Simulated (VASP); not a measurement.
**Vibrations of TiTe2 at several levels of theory**

How much do the zone-centre frequencies of TiTe2 depend on the functional? The starting structure is a measured crystal structure from the Crystallography Open Database.

Main program and level: VASP 6.6.1; Kohn-Sham DFT with plane waves and PAW; LDA, PBEsol, PBE and PBEsol + D3(BJ).

### 1. Set-up

Symmetry: P-3m1, No. 164, trigonal system. Conventional cell: a = 3.777 Å, b = 3.777 Å, c = 6.498 Å, α = 90.00°, β = 90.00°, γ = 120.00°. Te has 3 Ti at 2.77 Å nearest. Nearest to Ti lie 6 Te at 2.77 Å. Farther neighbours and most contacts between anions are not listed.

As a file:

```
Te Ti
1.0
     3.77700    0.00000    0.00000
    -1.88850    3.27098    0.00000
     0.00000    0.00000    6.49800
Te Ti
2 1
Cartesian
  0.0000 2.1807 4.7903
  1.8885 1.0903 1.7077
  0.0000 0.0000 0.0000
```

### 2. Modes with LDA

LDA, the lowest rung, knows the local density alone. The cell comes from a relaxation at this level, not shown (73.70 Å³).

INCAR

```
SYSTEM = TiTe2
PREC = Accurate
ENCUT = 450
EDIFF = 1E-08
NELM = 100
ISMEAR = 1
SIGMA = 0.15
LREAL = .FALSE.
ALGO = Normal
GGA = CA
NBANDS = 18
LORBIT = 11
LWAVE = .FALSE.
LCHARG = .FALSE.
KPAR = 4
IBRION = 8
ISIF = 2
```

POSCAR

```
TiTe2
1.0
    3.6675316547      0.0000000000      0.0000000000
   -1.8337658274      3.1761755822      0.0000000000
    0.0000000000      0.0000000000      6.3265478193
Te Ti
2 1
Direct
    0.3333333333      0.6666666667      0.7300513549
    0.6666666667      0.3333333333      0.2699486451
    0.0000000000      0.0000000000      0.0000000000
```

KPOINTS

```
Automatic mesh
0
Gamma
12 12 6
0 0 0
```

The projector-augmented-wave data sets are Te and Ti_sv (LDA family, release 64).

Command:

```bash
$ mpirun -np 4 vasp_std
```

Output:

```text
[banner, memory and clock lines left out]
running    4 mpi-ranks, on    1 nodes
 distrk:  each k-point on    1 cores,    4 groups
 distr:  one band on    1 cores,    1 groups

 POSCAR found type information on POSCAR TeTi
 POSCAR found :  2 types and       3 ions
 LDA part: xc-table for (Slater(with rela. corr.)+CA(PZ))
 , standard interpolation
 POSCAR, INCAR and KPOINTS ok, starting setup
 FFT: planning ... GRIDC
 FFT: planning ... GRID_SOFT
 FFT: planning ... GRID
 WAVECAR not read
 entering main loop
       N       E                     dE             d eps       ncg     rms          rms(c)
DAV:   1     0.167094785312E+03    0.16709E+03   -0.10127E+04  3608   0.113E+03
DAV:   2    -0.536913264405E+01   -0.17246E+03   -0.16866E+03  3938   0.296E+02
DAV:   3    -0.197556266929E+02   -0.14386E+02   -0.14031E+02  5578   0.810E+01
DAV:   4    -0.202549179339E+02   -0.49929E+00   -0.49516E+00  4548   0.140E+01
DAV:   5    -0.202732631904E+02   -0.18345E-01   -0.18339E-01  5430   0.261E+00    0.126E+01
DAV:   6    -0.202359066578E+02    0.37357E-01   -0.32748E+01  4250   0.378E+01    0.123E+01
DAV:   7    -0.185482819990E+02    0.16876E+01   -0.23019E+01  4598   0.301E+01    0.508E+00
DAV:   8    -0.183477426623E+02    0.20054E+00   -0.12570E+00  4160   0.808E+00    0.162E+00
DAV:   9    -0.183536097072E+02   -0.58670E-02   -0.11501E-01  4894   0.210E+00    0.121E+00
DAV:  10    -0.183469005239E+02    0.67092E-02   -0.11537E-01  4400   0.260E+00    0.630E-01
DAV:  11    -0.183455679899E+02    0.13325E-02   -0.21471E-02  4300   0.108E+00    0.315E-01
DAV:  12    -0.183452644776E+02    0.30351E-03   -0.35304E-03  4352   0.418E-01    0.156E-01
DAV:  13    -0.183452252203E+02    0.39257E-04   -0.17704E-04  4416   0.107E-01    0.312E-02
DAV:  14    -0.183452252502E+02   -0.29937E-07   -0.73264E-06  4212   0.201E-02    0.199E-02
DAV:  15    -0.183452237134E+02    0.15368E-05   -0.53338E-06  4442   0.181E-02    0.570E-03
DAV:  16    -0.183452235781E+02    0.13525E-06   -0.82314E-07  5076   0.537E-03    0.214E-03
DAV:  17    -0.183452235733E+02    0.48535E-08   -0.17423E-08  2796   0.966E-04
   1 F= -.18345224E+02 E0= -.18345663E+02  d E =0.131727E-02
 Linear response reoptimize wavefunctions to high precision
DAV:   1    -0.183452235701E+02    0.31737E-08   -0.21291E-08  4062   0.924E-04
DAV:   2    -0.183452235702E+02   -0.10368E-09   -0.76070E-10  2182   0.231E-04
DAV:   3    -0.183452235702E+02    0.14552E-10   -0.11162E-10  2132   0.936E-05
 Linear response DOF=           4
 Linear response progress:
  Degree of freedom:   1/  4
       N       E                     dE             d eps       ncg     rms          rms(c)
RMM:   1    -0.438298798943E-01   -0.43830E-01    0.28133E-03 37808   0.114E+00
RMM:   2    -0.417882363256E-01    0.20416E-02   -0.33092E-03 31359   0.345E-01    0.833E-02
RMM:   3    -0.419178348200E-01   -0.12960E-03   -0.91432E-04 36922   0.147E-01    0.432E-02
RMM:   4    -0.419798170032E-01   -0.61982E-04   -0.16309E-04 39162   0.554E-02    0.328E-02
RMM:   5    -0.420738933142E-01   -0.94076E-04   -0.33690E-05 34296   0.310E-02    0.297E-03
RMM:   6    -0.420662509958E-01    0.76423E-05   -0.73050E-06 39497   0.134E-02    0.189E-03
RMM:   7    -0.420660385700E-01    0.21243E-06   -0.18693E-06 38692   0.609E-03    0.127E-03
RMM:   8    -0.420662471346E-01   -0.20856E-06   -0.69859E-07 38367   0.304E-03    0.503E-04
RMM:   9    -0.420664400686E-01   -0.19293E-06   -0.52183E-07 41149   0.150E-03    0.211E-04
RMM:  10    -0.420662917580E-01    0.14831E-06   -0.34211E-08 41913   0.749E-04    0.725E-05
RMM:  11    -0.420663459427E-01   -0.54185E-07   -0.23252E-07 40883   0.414E-04    0.267E-05
RMM:  12    -0.420663537430E-01   -0.78003E-08    0.72288E-09 41975   0.254E-04    0.103E-05
 first order change of Fermi-energy   0.47954E-04
 force on displaced ion       1 direction 1 :  -3.855  -0.001  -0.000
 Linear response progress:
  Degree of freedom:   2/  4
       N       E                     dE             d eps       ncg     rms          rms(c)
RMM:   1    -0.677843420054E-01   -0.67784E-01    0.30365E-02  8593   0.135E+00
RMM:   2    -0.650280410855E-01    0.27563E-02   -0.40992E-03  7478   0.375E-01    0.157E-01
RMM:   3    -0.651849828613E-01   -0.15694E-03   -0.12795E-03  7173   0.242E-01    0.117E-01
RMM:   4    -0.651158641223E-01    0.69119E-04   -0.44592E-04  7121   0.156E-01    0.649E-02
RMM:   5    -0.651353963158E-01   -0.19532E-04   -0.13708E-04  8379   0.606E-02    0.461E-02
RMM:   6    -0.651758911816E-01   -0.40495E-04   -0.35634E-05  8234   0.333E-02    0.439E-03
RMM:   7    -0.651755327550E-01    0.35843E-06   -0.12133E-05  9040   0.148E-02    0.402E-03
RMM:   8    -0.651740944986E-01    0.14383E-05   -0.31499E-06  8991   0.637E-03    0.250E-03
RMM:   9    -0.651728941775E-01    0.12003E-05   -0.17964E-06  8131   0.356E-03    0.103E-03
RMM:  10    -0.651735723271E-01   -0.67815E-06   -0.14301E-06  8815   0.188E-03    0.312E-04
RMM:  11    -0.651734786042E-01    0.93723E-07   -0.68106E-08  8797   0.939E-04    0.816E-05
RMM:  12    -0.651734987548E-01   -0.20151E-07   -0.40025E-07  9310   0.491E-04    0.557E-05
RMM:  13    -0.651734462719E-01    0.52483E-07   -0.37009E-07  8878   0.271E-04    0.416E-05
RMM:  14    -0.651735090639E-01   -0.62792E-07   -0.23938E-07  9168   0.183E-04    0.167E-05
[...]
RMM:  35    -0.651734794694E-01   -0.11744E-08   -0.16450E-07  4950   0.832E-05    0.304E-07
RMM:  36    -0.651734967456E-01   -0.17276E-07   -0.17790E-07  4927   0.832E-05    0.279E-07
RMM:  37    -0.651734959725E-01    0.77302E-09   -0.13773E-07  4956   0.833E-05    0.390E-07
RMM:  38    -0.651734999523E-01   -0.39797E-08   -0.15258E-07  4920   0.832E-05    0.305E-07
RMM:  39    -0.651734823586E-01    0.17594E-07   -0.13947E-07  4867   0.832E-05    0.246E-07
RMM:  40    -0.651735019321E-01   -0.19574E-07   -0.15161E-07  4862   0.833E-05    0.242E-07
RMM:  41    -0.651734970861E-01    0.48461E-08   -0.16533E-07  4838   0.832E-05    0.198E-07
RMM:  42    -0.651734863446E-01    0.10741E-07   -0.10813E-07  4805   0.833E-05    0.230E-07
 first order change of Fermi-energy  -0.28866E+00
 force on displaced ion       1 direction 3 :  -0.000   0.000  -8.402
 Linear response progress:
  Degree of freedom:   3/  4
       N       E                     dE             d eps       ncg     rms          rms(c)
RMM:   1    -0.724577640302E+00   -0.72458E+00    0.13724E+01  8761   0.128E+02
RMM:   2    -0.681029160603E+00    0.43548E-01   -0.44290E-01 14966   0.521E+00    0.190E-01
RMM:   3    -0.678007417249E+00    0.30217E-02   -0.24335E-02 17095   0.114E+00    0.915E-02
RMM:   4    -0.678406862820E+00   -0.39945E-03   -0.15435E-02 20347   0.493E-01    0.367E-02
RMM:   5    -0.679723551854E+00   -0.13167E-02   -0.82708E-04 20163   0.159E-01    0.151E-02
RMM:   6    -0.680171447672E+00   -0.44790E-03   -0.21989E-04 21162   0.679E-02    0.852E-03
RMM:   7    -0.680178434469E+00   -0.69868E-05   -0.40076E-05 20604   0.317E-02    0.265E-03
RMM:   8    -0.680138347018E+00    0.40087E-04   -0.19156E-05 22580   0.160E-02    0.111E-03
RMM:   9    -0.680151016391E+00   -0.12669E-04   -0.93942E-06 22644   0.806E-03    0.331E-04
RMM:  10    -0.680155564674E+00   -0.45483E-05   -0.53872E-06 22809   0.469E-03    0.204E-04
RMM:  11    -0.680162976751E+00   -0.74121E-05   -0.52527E-06 22034   0.317E-03    0.616E-05
RMM:  12    -0.680163579018E+00   -0.60227E-06   -0.37041E-06 23229   0.224E-03    0.480E-05
RMM:  13    -0.680162501464E+00    0.10776E-05   -0.35492E-06 23065   0.176E-03    0.288E-05
RMM:  14    -0.680162192221E+00    0.30924E-06   -0.29397E-06 22921   0.145E-03    0.604E-05
RMM:  15    -0.680162433626E+00   -0.24141E-06   -0.27671E-06 22641   0.125E-03    0.600E-05
RMM:  16    -0.680162747897E+00   -0.31427E-06   -0.22814E-06 21183   0.111E-03    0.484E-05
RMM:  17    -0.680163011232E+00   -0.26334E-06   -0.20861E-06 21558   0.993E-04    0.450E-05
RMM:  18    -0.680163057954E+00   -0.46721E-07   -0.17803E-06 23286   0.895E-04    0.527E-05
 first order change of Fermi-energy  -0.90029E-03
 force on displaced ion       3 direction 1 :  -5.277   0.000   0.000
 Linear response progress:
  Degree of freedom:   4/  4
       N       E                     dE             d eps       ncg     rms          rms(c)
RMM:   1    -0.720609437916E+00   -0.72061E+00    0.21939E+01  3616   0.132E+02
RMM:   2    -0.674094318602E+00    0.46515E-01   -0.42608E-01  5983   0.491E+00    0.210E-01
RMM:   3    -0.672254516427E+00    0.18398E-02   -0.29019E-02  6985   0.112E+00    0.103E-01
RMM:   4    -0.672793229797E+00   -0.53871E-03   -0.17432E-02  8042   0.479E-01    0.516E-02
RMM:   5    -0.673863073805E+00   -0.10698E-02   -0.75405E-04  7996   0.150E-01    0.238E-02
RMM:   6    -0.674320432240E+00   -0.45736E-03   -0.19869E-04  8021   0.696E-02    0.109E-02
RMM:   7    -0.674343605428E+00   -0.23173E-04   -0.57494E-05  8017   0.342E-02    0.349E-03
RMM:   8    -0.674263675613E+00    0.79930E-04   -0.21882E-05  8774   0.177E-02    0.167E-03
RMM:   9    -0.674279842741E+00   -0.16167E-04   -0.81591E-06  9094   0.884E-03    0.723E-04
RMM:  10    -0.674281530769E+00   -0.16880E-05   -0.82351E-06  9162   0.549E-03    0.330E-04
RMM:  11    -0.674288108153E+00   -0.65774E-05   -0.39233E-06  8559   0.407E-03    0.141E-04
RMM:  12    -0.674290780284E+00   -0.26721E-05   -0.27100E-06  8890   0.318E-03    0.110E-04
RMM:  13    -0.674288808322E+00    0.19720E-05   -0.15300E-06  8936   0.261E-03    0.822E-05
RMM:  14    -0.674289029818E+00   -0.22150E-06   -0.10686E-06  9448   0.222E-03    0.123E-04
RMM:  15    -0.674288405842E+00    0.62398E-06    0.15011E-07  8405   0.198E-03    0.219E-04
RMM:  16    -0.674288611726E+00   -0.20588E-06    0.29604E-08  8669   0.176E-03    0.220E-04
RMM:  17    -0.674288849240E+00   -0.23751E-06    0.43417E-06  8367   0.160E-03    0.213E-04
RMM:  18    -0.674288371804E+00    0.47744E-06    0.10364E-05  8694   0.156E-03    0.399E-04
RMM:  19    -0.674288174197E+00    0.19761E-06    0.13448E-05  8074   0.140E-03    0.514E-04
RMM:  20    -0.674288159971E+00    0.14226E-07    0.18445E-05  9109   0.125E-03    0.560E-04
RMM:  21    -0.674288220724E+00   -0.60753E-07    0.16904E-05  9408   0.115E-03    0.582E-04
RMM:  22    -0.674288274842E+00   -0.54118E-07    0.14620E-05  9029   0.106E-03    0.597E-04
 first order change of Fermi-energy   0.15647E-02
 force on displaced ion       3 direction 3 :   0.000  -0.000 -12.296
 Linear response finished
```

It took 15 min on 4 MPI ranks of Intel Xeon Platinum 8488C (Sapphire Rapids), shared host; peak memory 3.9 GiB.

The logs omit lines about the potential files and the build; timing stands in the text.

OUTCAR, selected parts (step 2):

```text
ion  position               nearest neighbor table
   1  0.333  0.667  0.730-   3 2.72   3 2.72   3 2.72   2 3.60   2 3.60   2 3.60
   2  0.667  0.333  0.270-   3 2.72   3 2.72   3 2.72   1 3.60   1 3.60   1 3.60
   3  0.000  0.000  0.000-   1 2.72   2 2.72   2 2.72   1 2.72   2 2.72   1 2.72

  LATTYP: Found a hexagonal cell.
 ALAT       =     3.6675316547
 C/A-ratio  =     1.7250151914

 Subroutine GETGRP returns: Found 12 space group operations
 (whereof 12 operations were pure point group operations)

The static configuration has the point symmetry D_3d.

 Found    100 irreducible k-points:

   k-points           NKPTS =    100   k-points in BZ     NKDIM =    100   number of bands    NBANDS=     18

   dimension x,y,z NGX =    28 NGY =   28 NGZ =   48
   dimension x,y,z NGXF=    56 NGYF=   56 NGZF=   96

   ENCUT  =  450.0 eV  33.07 Ry    5.75 a.u.   6.34  6.34 10.94*2*pi/ulx,y,z

   NELECT =      24.0000    total number of electrons

 k-points in reciprocal lattice and weights: Automatic mesh
   0.00000000  0.00000000  0.00000000       0.001
   0.08333333  0.00000000  0.00000000       0.007
   0.16666667  0.00000000  0.00000000       0.007
   0.25000000  0.00000000  0.00000000       0.007
   0.33333333  0.00000000  0.00000000       0.007
   0.41666667  0.00000000  0.00000000       0.007
   0.50000000  0.00000000  0.00000000       0.003
   0.08333333  0.08333333  0.00000000       0.007
   0.16666667  0.08333333  0.00000000       0.014
[...]
0.33333333  0.25000000  0.50000000       0.014
   0.33333333  0.33333333  0.50000000       0.002

 average (electrostatic) potential at core
       1 -87.2310       2 -87.2310       3 -73.4957

  Total       -0.0023968     -0.0023968     -0.0035439      0.0000000      0.0000000      0.0000000
  in kB       -0.0521067     -0.0521067     -0.0770464      0.0000000      0.0000000      0.0000000
  external PRESSURE =      -0.0604200 kB  Pullay stress =       0.0000000 kB

  energy-cutoff  :      450.00
  volume of cell :       73.70
      direct lattice vectors                 reciprocal lattice vectors
     3.667531655  0.000000000  0.000000000     0.272662950  0.157422028  0.000000000
    -1.833765827  3.176175582  0.000000000     0.000000000  0.314844055  0.000000000
     0.000000000  0.000000000  6.326547819     0.000000000  0.000000000  0.158064086

 POSITION                                       TOTAL-FORCE (eV/Angst)
 -----------------------------------------------------------------------------------
     -0.00000      2.11745      4.61870         0.000000     -0.000000     -0.001965
      1.83377      1.05873      1.70784        -0.000000      0.000000      0.001965
      0.00000      0.00000      0.00000         0.000000      0.000000      0.000000
 -----------------------------------------------------------------------------------
    total drift:                               -0.000000     -0.000000     -0.000000

 Eigenvectors and eigenvalues of the dynamical matrix
 ----------------------------------------------------

   1 f  =    8.632674 THz    54.240693 2PiTHz  287.955022 cm-1    35.701857 meV
             X         Y         Z           dx          dy          dz
     -0.000000  2.117450  4.618705    -0.000000    0.000000   -0.280896
      1.833766  1.058725  1.707843    -0.000000    0.000000   -0.280896
      0.000000  0.000000  0.000000     0.000000   -0.000000    0.917712

   2 f  =    5.653096 THz    35.519448 2PiTHz  188.566976 cm-1    23.379315 meV
             X         Y         Z           dx          dy          dz
     -0.000000  2.117450  4.618705     0.112311   -0.256774    0.000000
      1.833766  1.058725  1.707843     0.112311   -0.256774    0.000000
      0.000000  0.000000  0.000000    -0.367914    0.841157    0.000000

   3 f  =    5.653096 THz    35.519448 2PiTHz  188.566976 cm-1    23.379315 meV
             X         Y         Z           dx          dy          dz
     -0.000000  2.117450  4.618705    -0.256774   -0.112311    0.000000
      1.833766  1.058725  1.707843    -0.256774   -0.112311   -0.000000
      0.000000  0.000000  0.000000     0.841157    0.367914    0.000000

   4 f  =    4.519322 THz    28.395740 2PiTHz  150.748369 cm-1    18.690407 meV
             X         Y         Z           dx          dy          dz
     -0.000000  2.117450  4.618705     0.000000    0.000000    0.707107
      1.833766  1.058725  1.707843     0.000000    0.000000   -0.707107
      0.000000  0.000000  0.000000    -0.000000    0.000000    0.000000

   5 f  =    3.121970 THz    19.615916 2PiTHz  104.137709 cm-1    12.911425 meV
             X         Y         Z           dx          dy          dz
     -0.000000  2.117450  4.618705     0.283369   -0.647844   -0.000000
      1.833766  1.058725  1.707843    -0.283369    0.647844    0.000000
      0.000000  0.000000  0.000000    -0.000000    0.000000    0.000000

   6 f  =    3.121970 THz    19.615916 2PiTHz  104.137709 cm-1    12.911425 meV
             X         Y         Z           dx          dy          dz
     -0.000000  2.117450  4.618705    -0.647844   -0.283369   -0.000000
      1.833766  1.058725  1.707843     0.647844    0.283369    0.000000
      0.000000  0.000000  0.000000    -0.000000   -0.000000   -0.000000

   7 f/i=    0.002044 THz     0.012846 2PiTHz    0.068195 cm-1     0.008455 meV
             X         Y         Z           dx          dy          dz
     -0.000000  2.117450  4.618705    -0.000000    0.000000    0.648920
      1.833766  1.058725  1.707843    -0.000000    0.000000    0.648920
      0.000000  0.000000  0.000000    -0.000000    0.000000    0.397247

   8 f/i=    0.006864 THz     0.043126 2PiTHz    0.228949 cm-1     0.028386 meV
             X         Y         Z           dx          dy          dz
     -0.000000  2.117450  4.618705    -0.572909   -0.305333    0.000000
      1.833766  1.058725  1.707843    -0.572909   -0.305333    0.000000
      0.000000  0.000000  0.000000    -0.349776   -0.186414    0.000000

   9 f/i=    0.006864 THz     0.043126 2PiTHz    0.228949 cm-1     0.028386 meV
             X         Y         Z           dx          dy          dz
     -0.000000  2.117450  4.618705     0.305333   -0.572909    0.000000
      1.833766  1.058725  1.707843     0.305333   -0.572909    0.000000
      0.000000  0.000000  0.000000     0.186414   -0.349776    0.000000

 ELASTIC MODULI CONTR FROM IONIC RELAXATION (kBar)
 Direction    XX          YY          ZZ          XY          YZ          ZX
 --------------------------------------------------------------------------------
 XX        -219.4182   -137.7680   -345.8732      0.0000   -136.1791      0.0000
 YY        -137.7680   -219.4182   -345.8732      0.0000    136.1791     -0.0000
 ZZ        -345.8732   -345.8732   -669.8373      0.0000     -0.0000     -0.0000
 XY           0.0000      0.0000      0.0000    -40.8251     -0.0000   -112.5605
 YZ        -136.1791    136.1791     -0.0000     -0.0000   -454.2485      0.0000
 ZX           0.0000     -0.0000     -0.0000   -112.5605      0.0000   -310.3450
 --------------------------------------------------------------------------------
```

This run has no spin polarisation, although Ti can carry a moment. Energies printed during the response cycles are not total energies of the cell.

LDA: the zone-centre modes are A2u 288.0, Eu 188.6, A1g 150.7, Eg 104.1 cm⁻¹.

[end of part 1 of 2]

[Lines on the potential files, build, host, timing and source positions are cut from VASP's logs without a mark.]

[Logs are printed without paths, hosts, clocks, repeated set-up lines and the standing remarks that a program may print on its own settings, such as how far it seeks lower states.]

[Hosts, paths, dates, database ids (printed as entryN), source tags and the programs' standing remarks are cut or masked in the printed files.]
